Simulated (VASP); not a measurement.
OSZICAR of a VASP run on MgH$_{2}$ (rutile):

File OSZICAR:
```
       N       E                     dE             d eps       ncg     rms          rms(c)
DAV:   1     0.250508498526E+01    0.25051E+01   -0.29950E+03   384   0.712E+02
DAV:   2    -0.182226946781E+02   -0.20728E+02   -0.19307E+02   528   0.799E+01
DAV:   3    -0.188929267999E+02   -0.67023E+00   -0.67023E+00   536   0.212E+01
DAV:   4    -0.188943173003E+02   -0.13905E-02   -0.13905E-02   544   0.947E-01
DAV:   5    -0.188943216181E+02   -0.43177E-05   -0.43178E-05   528   0.429E-02    0.653E+00
DAV:   6    -0.179674655396E+02    0.92686E+00   -0.73163E-01   400   0.512E+00    0.336E+00
DAV:   7    -0.176428579553E+02    0.32461E+00   -0.98428E-01   400   0.644E+00    0.497E-01
DAV:   8    -0.176517315780E+02   -0.88736E-02   -0.19254E-02   456   0.109E+00    0.960E-02
DAV:   9    -0.176515699477E+02    0.16163E-03   -0.81138E-04   536   0.205E-01    0.194E-02
DAV:  10    -0.176515903040E+02   -0.20356E-04   -0.39820E-05   464   0.545E-02    0.101E-02
DAV:  11    -0.176515889204E+02    0.13836E-05   -0.65625E-06   472   0.136E-02    0.193E-03
DAV:  12    -0.176515888965E+02    0.23830E-07   -0.21347E-07   256   0.374E-03
   1 F= -.17651589E+02 E0= -.17651589E+02  d E =-.176516E+02
       N       E                     dE             d eps       ncg     rms          rms(c)
DAV:   1    -0.176518426532E+02   -0.25373E-03   -0.10193E-03   432   0.303E-01    0.169E-02
DAV:   2    -0.176518404557E+02    0.21976E-05   -0.52308E-06   456   0.187E-02    0.964E-03
DAV:   3    -0.176518401296E+02    0.32609E-06   -0.36545E-06   416   0.108E-02
   2 F= -.17651840E+02 E0= -.17651840E+02  d E =-.251233E-03
```

**Question.** Which electronic solver shows in the log?

**Answer.** It is blocked Davidson (ALGO = Normal, or the opening steps of other solvers). The INCAR had ALGO = Normal.

**Question.** Can the final energy be trusted as converged?

**Answer.** The run converged. It stopped with EDIFF = 1E-6, NELM = 100, NSW = 60 and EDIFFG = -0.02 after 2 ionic steps (PBE GGA, plane waves, VASP's PBE PAW potentials (set 64)).

The compound is MgH2 in the rutile structure. This run relaxes it. Symmetry was kept, so distortions that lower it aren't found. The start is the result of an earlier pass.
